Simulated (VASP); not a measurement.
## TaSi$_{2}$ (relaxed from the CrSi2 structure, space group P6_222): computed properties

Level of theory: PBEsol GGA, VASP's PBE PAW potentials (set 64) (plane waves; VASP).

```json
{
 "space_group": "P6_222 (180)",
 "cell": "a = b = 4.7649 Å, c = 6.5537 Å, α = β = 90.00°, γ = 120.00°",
 "volume_per_atom": "14.32 Å^3/atom",
 "band gap (over mesh and band path)": "none (metal, semimetal or under 0.01 eV)",
 "density": "9.17 g/cm³"
}
```

```
TaSi2
1.0
    4.76491     0.00000     0.00000
   -2.38246     4.12653     0.00000
    0.00000     0.00000     6.55373
Ta Si
3 6
Direct
  0.50000   0.00000   0.00000
  0.50000   0.50000   0.33333
  0.00000   0.50000   0.66667
  0.15923   0.31847   0.00000
  0.84077   0.15923   0.33333
  0.68153   0.84077   0.66667
  0.84077   0.68153   0.00000
  0.15923   0.84077   0.33333
  0.31847   0.15923   0.66667
```

Unless said otherwise, spin-orbit coupling is left out, though it shifts the bands of the heavy elements here.

The structure was generated: TaSi2 was put into the CrSi2 type (P6_222), which need not be its known phase. It was relaxed first. Symmetry was kept, so distortions that lower it aren't found. The electron count is odd and the run is not spin-polarised, which forces a metal.
